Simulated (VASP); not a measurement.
# TiGa2S4 (P-3m1) in VASP: relaxation of cell and atoms with PBE

Aim: the relaxation of cell and atoms of TiGa2S4 with PBE.

All numbers are computed with VASP 6.6.1; they aren't measurements. Logs are shortened: lines on timing, memory, paths and dates and some standing lists are left out, and cuts for length are marked.

**1. The structure**

It takes space group P-3m1 (No. 164, trigonal). The conventional cell has a = 3.680 Å, b = 3.680 Å, c = 11.900 Å, α = 90.00°, β = 90.00°, γ = 120.00°. Ti (site symmetry -3m) is surrounded by 6 S at 2.51 Å. Around Ga (site symmetry 3m) lie 4 S at 2.27 to 2.28 Å. Around S (site symmetry 3m) lie 1 Ga at 2.27 Å and 3 Ti at 2.51 Å. S (site symmetry 3m) has 3 Ga at 2.28 Å as nearest neighbours.

The cell was built by a generator and needn't be a form met in nature.

**2. Relaxation of cell and atoms, PBE**

Input file INCAR:

```
  ALGO = Fast
  EDIFF = 1E-4
  EDIFFG = -0.08
  ENCUT = 520
  GGA = PE
  IBRION = 2
  ISIF = 3
  ISMEAR = 0
  KPAR = 2
  LASPH = True
  LCHARG = False
  LREAL = False
  LWAVE = False
  NELM = 60
  NSW = 24
  PREC = Normal
  SIGMA = 0.15
```

Input file KPOINTS:

```
k-points
0
Gamma
  4 4 2
```

Input file POSCAR:

```
TiGa2S4
1.0
    3.6800000000      0.0000000000      0.0000000000
   -1.8400000000      3.1869734900      0.0000000000
    0.0000000000      0.0000000000     11.9000000000
Ti Ga S
1 2 4
Direct
    0.0000000000      0.0000000000      0.0000000000
    0.6666666700      0.3333333300      0.6970000000
    0.3333333300      0.6666666700      0.3030000000
    0.6666666700      0.3333333300      0.8880000000
    0.3333333300      0.6666666700      0.6270000000
    0.3333333300      0.6666666700      0.1120000000
    0.6666666700      0.3333333300      0.3730000000
```

Potentials or basis: VASP PAW PBE potentials, release 64 (Ti_sv, Ga_d, S).

On the command line:

```bash
$ cat potpaw_PBE.64/Ti_sv/POTCAR potpaw_PBE.64/Ga_d/POTCAR potpaw_PBE.64/S/POTCAR > POTCAR
$ mpirun -np 2 vasp_std > vasp.out
```

OUTCAR:

```text
EDIFF = 1E-4
   EDIFFG = -0.08
   ENCUT = 520
   GGA = PE
   IBRION = 2
   ISIF = 3
   ISMEAR = 0
   LASPH = True
   LREAL = False
   NELM = 60
   NSW = 24
   PREC = Normal

 ion  position               nearest neighbor table
   1  0.000  0.000  0.000-   4 2.51   6 2.51   4 2.51   6 2.51   4 2.51   6 2.51
   2  0.667  0.333  0.697-   4 2.27   5 2.28   5 2.28   5 2.28
   3  0.333  0.667  0.303-   6 2.27   7 2.28   7 2.28   7 2.28
   4  0.667  0.333  0.888-   2 2.27   1 2.51   1 2.51   1 2.51
   5  0.333  0.667  0.627-   2 2.28   2 2.28   2 2.28
   6  0.333  0.667  0.112-   3 2.27   1 2.51   1 2.51   1 2.51
   7  0.667  0.333  0.373-   3 2.28   3 2.28   3 2.28

  LATTYP: Found a hexagonal cell.
 ALAT       =     3.6800000000
 C/A-ratio  =     3.2336956522

  Lattice vectors:

 A1 = (   3.6800000000,   0.0000000000,   0.0000000000)
 A2 = (  -1.8400000000,   3.1869734900,   0.0000000000)
 A3 = (   0.0000000000,   0.0000000000,  11.9000000000)

Analysis of symmetry for initial positions (statically):
=====================================================================
 Subroutine PRICEL returns:
 Original cell was already a primitive cell.

 Routine SETGRP: Setting up the symmetry group for a
 hexagonal supercell.

 Subroutine GETGRP returns: Found 12 space group operations
 (whereof 12 operations were pure point group operations)
 out of a pool of 24 trial point group operations.

The static configuration has the point symmetry D_3d.

Analysis of symmetry for dynamics (positions and initial velocities):
=====================================================================
 Subroutine PRICEL returns:
 Original cell was already a primitive cell.

 Routine SETGRP: Setting up the symmetry group for a
 hexagonal supercell.

 Subroutine GETGRP returns: Found 12 space group operations
 (whereof 12 operations were pure point group operations)
 out of a pool of 24 trial point group operations.

The dynamic configuration has the point symmetry D_3d.

 Subroutine INISYM returns: Found 12 space group operations
 (whereof 12 operations are pure point group operations),
 and found     1 'primitive' translations

----------------------------------------------------------------------------------------

                                     Primitive cell

  volume of cell :     139.5639

  direct lattice vectors                    reciprocal lattice vectors
     3.680000000  0.000000000  0.000000000     0.271739130  0.156888660  0.000000000
    -1.840000000  3.186973490  0.000000000     0.000000000  0.313777320  0.000000000
     0.000000000  0.000000000 11.900000000     0.000000000  0.000000000  0.084033613

  length of vectors
     3.680000000  3.680000004 11.900000000     0.313777320  0.313777320  0.084033613

  position of ions in fractional coordinates (direct lattice)
     0.000000000  0.000000000  0.000000000
     0.666666670  0.333333330  0.697000000
     0.333333330  0.666666670  0.303000000
     0.666666670  0.333333330  0.888000000
     0.333333330  0.666666670  0.627000000
     0.333333330  0.666666670  0.112000000
     0.666666670  0.333333330  0.373000000

  ion indices of the primitive-cell ions
   primitive index   ion index
                 1           1
                 2           2
                 3           3
                 4           4
                 5           5
                 6           6
                 7           7

----------------------------------------------------------------------------------------

 KPOINTS: k-points

Automatic generation of k-mesh.
 Grid dimensions read from file:
 generate k-points for:    4    4    2

 Generating k-lattice:

  Cartesian coordinates                     Fractional coordinates (reciprocal lattice)
     0.067934783  0.039222165  0.000000000     0.250000000 -0.000000000  0.000000000
     0.000000000  0.078444330  0.000000000     0.000000000  0.250000000  0.000000000
     0.000000000  0.000000000  0.042016807     0.000000000  0.000000000  0.500000000

  Length of vectors
     0.078444330  0.078444330  0.042016807

  Shift w.r.t. Gamma in fractional coordinates (k-lattice)
     0.000000000  0.000000000  0.000000000

 Subroutine IBZKPT returns following result:
 ===========================================

 Found      8 irreducible k-points:

 Following reciprocal coordinates:
            Coordinates               Weight
  0.000000  0.000000  0.000000      1.000000
  0.250000 -0.000000  0.000000      6.000000
  0.500000 -0.000000  0.000000      3.000000
  0.250000  0.250000  0.000000      6.000000
  0.000000  0.000000  0.500000      1.000000
  0.250000 -0.000000  0.500000      6.000000
  0.500000 -0.000000  0.500000      3.000000
  0.250000  0.250000  0.500000      6.000000
   k-points           NKPTS =      8   k-points in BZ     NKDIM =      8   number of bands    NBANDS=     37
   number of dos      NEDOS =    301   number of ions     NIONS =      7
   total plane-waves  NPLWV =  40320
   dimension x,y,z NGX =    24 NGY =   24 NGZ =   70
   dimension x,y,z NGXF=    48 NGYF=   48 NGZF=  140
   ions per type =               1   2   4
   NGX,Y,Z   is equivalent  to a cutoff of  10.84, 10.84,  9.78 a.u.
   NGXF,Y,Z  is equivalent  to a cutoff of  21.68, 21.68, 19.56 a.u.
 SYSTEM =  unknown system
   PREC   = normal    normal or accurate (medium, high low for compatibility)
   ISTART =      0    job   : 0-new  1-cont  2-samecut
   ICHARG =      2    charge: 1-file 2-atom 10-const
   ISPIN  =      1    spin polarized calculation?
   LNONCOLLINEAR =      F non collinear calculations
   LSORBIT =      F    spin-orbit coupling
   LASPH  =      T    aspherical Exc in radial PAW
   ENCUT  =  520.0 eV  38.22 Ry    6.18 a.u.   6.84  6.84 22.13*2*pi/ulx,y,z
   NELM   =     60;   NELMIN=  2; NELMDL= -5     # of ELM steps
   EDIFF  = 0.1E-03   stopping-criterion for ELM
   LREAL  =      F    real-space projection
   EDIFFG = -.8E-01   stopping-criterion for IOM
   NSW    =     24    number of steps for IOM
   IBRION =      2    ionic relax: 0-MD 1-quasi-New 2-CG
   NFREE  =      1    steps in history (QN), initial steepest desc. (CG)
   ISIF   =      3    stress and relaxation
   ISYM   =      2    0-nonsym 1-usesym 2-fastsym
   POTIM  = 0.5000    time-step for ionic-motion
   TEBEG  =    0.0;   TEEND  =   0.0 temperature during run
   PSTRESS=    0.0 pullay stress
   NELECT =      62.0000    total number of electrons
   NUPDOWN=      -1.0000    fix difference up-down
   EMIN   =  10.00;   EMAX   =-10.00  energy-range for DOS
   EFERMI =   0.00;   METHOD = LEGACY
   ISMEAR =     0;   SIGMA  =   0.15  broadening in eV -4-tet -1-fermi 0-gaus
   EFERMI_NEDOS =   21; number of points for ismear=-14 and -15
   IALGO  =     68    algorithm
   IMIX   =      4    mixing-type and parameters
     AMIX     =   0.40;   BMIX     =  1.00
     AMIX_MAG =   1.60;   BMIX_MAG =  1.00
  volume/ion in A,a.u.               =      19.94       134.55
  Fermi-wavevector in a.u.,A,eV,Ry     =   1.249149  2.360550 21.230174  1.560374
  Thomas-Fermi vector in A             =   2.383203
   LORBIT       =      0    0 simple, 1 ext, 2 COOP (PROOUT), +10 PAW based schemes
   GGA     = PE    functional components
   LHFCALC =     F    Hartree Fock is set to
   AEXX    =    0.0000 exact exchange contribution
   IVDW    =     0    specifies the selected vdW correction
   LEPSILON=     F    determine dielectric tensor
   LRPA    =     F    only Hartree local field effects (RPA)
 conjugate gradient relaxation of ions
 non-spin polarized calculation
 RMM-DIIS sequential band-by-band and
 Gauss-broadening in eV      SIGMA  =   0.15
  energy-cutoff  :      520.00
  volume of cell :      139.56
 maximum number of plane-waves:      3798
   NGX = 13   NGY = 13   NGZ = 45

--------------------------------------- Ionic step        1  -------------------------------------------

 number of electron      61.9999988 magnetization

 Free energy of the ion-electron system (eV)
  ---------------------------------------------------
  ext. energy  EPLUGINS =         0.00000000
  ---------------------------------------------------
  free energy    TOTEN  =       -35.83674210 eV

  energy without entropy =      -35.78839810  energy(sigma->0) =      -35.81257010

------------------------ aborting loop because EDIFF is reached ----------------------------------------

  FORCE on cell =-STRESS in cart. coord.  units (eV):
  Direction    XX          YY          ZZ          XY          YZ          ZX
  --------------------------------------------------------------------------------------
  -------------------------------------------------------------------------------------
  Total        2.1918798      2.1918798      2.1136000      0.0000000      0.0000000     -0.0000000
  in kB       25.1625178     25.1625178     24.2638742      0.0000000      0.0000000     -0.0000000
  external PRESSURE =      24.8629699 kB  Pullay stress =       0.0000000 kB
[... 104 lines left out ...]
  FREE ENERGIE OF THE ION-ELECTRON SYSTEM (eV)
  ---------------------------------------------------
  free  energy   TOTEN  =       -35.9409687472 eV

  energy  without entropy=      -35.8900799354  energy(sigma->0) =      -35.91552434

[... ionic steps 4 to 21 ...]

--------------------------------------- Ionic step       22  -------------------------------------------

 number of electron      61.9999945 magnetization

------------------------ aborting loop because EDIFF is reached ----------------------------------------

  FORCE on cell =-STRESS in cart. coord.  units (eV):
  Direction    XX          YY          ZZ          XY          YZ          ZX
  --------------------------------------------------------------------------------------
  -------------------------------------------------------------------------------------
  Total       -0.0213764     -0.0213764     -0.2610944     -0.0000000     -0.0000000     -0.0000000
  in kB       -0.2321070     -0.2321070     -2.8349952     -0.0000000     -0.0000000     -0.0000000
  external PRESSURE =      -1.0997364 kB  Pullay stress =       0.0000000 kB
[... 67 lines left out ...]
  energy  without entropy=      -35.9650845139  energy(sigma->0) =      -35.99001264

--------------------------------------- Ionic step       24  -------------------------------------------

 number of electron      61.9999979 magnetization

 Free energy of the ion-electron system (eV)
  ---------------------------------------------------
  ext. energy  EPLUGINS =         0.00000000
  ---------------------------------------------------
  free energy    TOTEN  =       -36.01592359 eV

  energy without entropy =      -35.96685350  energy(sigma->0) =      -35.99138854

 E-fermi :   5.8139     XC(G=0):  -9.5418

 val. band max:        5.7936235902   @ k =   0.0000   0.0000   0.0000
 cond. band min:       5.9605506543   @ k =   0.2500   0.2500   0.0000
 fundamental gap:      0.1669270641
 Fermi energy:         5.8138734402

 k-point     1 :       0.0000    0.0000    0.0000
  band No.  band energies     occupation
      1     -51.9824      2.00000
      2     -28.3081      2.00000
      3     -28.3081      2.00000
      4     -28.1016      2.00000
      5     -10.7979      2.00000
      6     -10.7803      2.00000
[... 343 lines left out ...]
  FREE ENERGIE OF THE ION-ELECTRON SYSTEM (eV)
  ---------------------------------------------------
  free  energy   TOTEN  =       -36.0159235879 eV

  energy  without entropy=      -35.9668534987  energy(sigma->0) =      -35.99138854

 reached required accuracy - stopping structural energy minimisation
```

Run time: 2.5 min. Hardware: 2 MPI ranks of AMD EPYC 9R45 (Zen 5), shared host; peak memory 0.2 GiB.

What came out:

```
Free energy                            : -36.0159 eV
Relaxed volume                         : 21.11 Å³/atom
Relaxed cell                           : a = 3.689 Å, b = 3.689 Å, c = 12.541 Å, α = 90.00°, β = 90.00°, γ = 120.00°
Space group after relaxing (to 0.05 Å) : P-3m1 (No. 164)
Energy gained by relaxing              : 25.6 meV/atom
Ionic steps                            : 24
Pressure after relaxing                : 0.1 GPa
Largest force after relaxing           : 0.079 eV/Å
Band gap on the k mesh                 : none (metal or under the smearing width)
```

Forces on the atoms (eV/Å):
```
Ti   0.000  0.000  0.000
Ga   0.000  0.000  0.017
Ga   0.000  0.000 -0.017
S    0.000  0.000 -0.079
S    0.000  0.000  0.053
S    0.000  0.000  0.079
S    0.000  0.000 -0.053
```

Step by step:
| step | energy change (eV) | largest force (eV/Å) | pressure (GPa) | volume (Å³) |
| --- | --- | --- | --- | --- |
| 1 | 0.0000 | 0.7029 | 2.49 | 139.56 |
| 2 | -0.1038 | 0.3107 | -0.66 | 145.91 |
| 3 | -0.1042 | 0.3111 | -0.30 | 145.59 |
| 4 | -0.1042 | 0.3083 | -0.55 | 145.72 |
| 5 | -0.1219 | 0.2240 | -0.41 | 145.41 |
| 6 | -0.1276 | 0.2553 | -0.37 | 145.20 |
| 7 | -0.1227 | 0.4408 | -0.07 | 144.75 |
| 8 | -0.1285 | 0.3092 | -0.23 | 145.09 |
| 9 | -0.1396 | 0.1699 | 0.24 | 144.15 |
| 10 | -0.1405 | 0.1808 | 0.36 | 143.98 |
| 11 | -0.1476 | 0.2034 | -0.04 | 144.76 |
| 12 | -0.1507 | 0.2042 | -0.32 | 145.48 |
| 13 | -0.1568 | 0.0883 | 0.04 | 145.16 |
| 14 | -0.1577 | 0.1087 | 0.11 | 145.06 |
| 15 | -0.1577 | 0.1858 | 0.41 | 144.87 |
| 16 | -0.1607 | 0.1839 | 0.49 | 145.12 |
| 17 | -0.1676 | 0.1825 | 0.65 | 145.86 |
| 18 | -0.1746 | 0.1266 | 0.00 | 147.18 |
| 19 | -0.1750 | 0.1349 | -0.30 | 147.48 |
| 20 | -0.1750 | 0.1448 | -0.25 | 147.40 |
| 21 | -0.1751 | 0.1380 | -0.03 | 147.44 |
| 22 | -0.1766 | 0.0853 | -0.11 | 147.56 |
| 23 | -0.1782 | 0.0878 | -0.09 | 147.89 |
| 24 | -0.1792 | 0.0790 | 0.11 | 147.79 |

Final structure:
```cif
data_structure
_symmetry_space_group_name_H-M 'P 1'
_symmetry_Int_Tables_number 1
_cell_length_a 3.6888
_cell_length_b 3.6888
_cell_length_c 12.5413
_cell_angle_alpha 90.000
_cell_angle_beta 90.000
_cell_angle_gamma 120.000
_cell_volume 147.79
loop_
_atom_site_label
_atom_site_type_symbol
_atom_site_fract_x
_atom_site_fract_y
_atom_site_fract_z
_atom_site_occupancy
Ti1 Ti 0.00000 0.00000 0.00000 1
Ga1 Ga 0.66667 0.33333 0.71201 1
Ga2 Ga 0.33333 0.66667 0.28799 1
S1 S 0.66667 0.33333 0.89414 1
S2 S 0.33333 0.66667 0.63401 1
S3 S 0.33333 0.66667 0.10586 1
S4 S 0.66667 0.33333 0.36599 1
```

Caveat: the k mesh is coarse (spacing up to 0.49 Å⁻¹), so the values aren't converged; this functional lacks dispersion, which binds the layers, so the pressure and a relaxed spacing across them are unreliable; the relaxation stopped at a loose force limit of 0.08 eV/Å, so its end isn't a converged minimum.
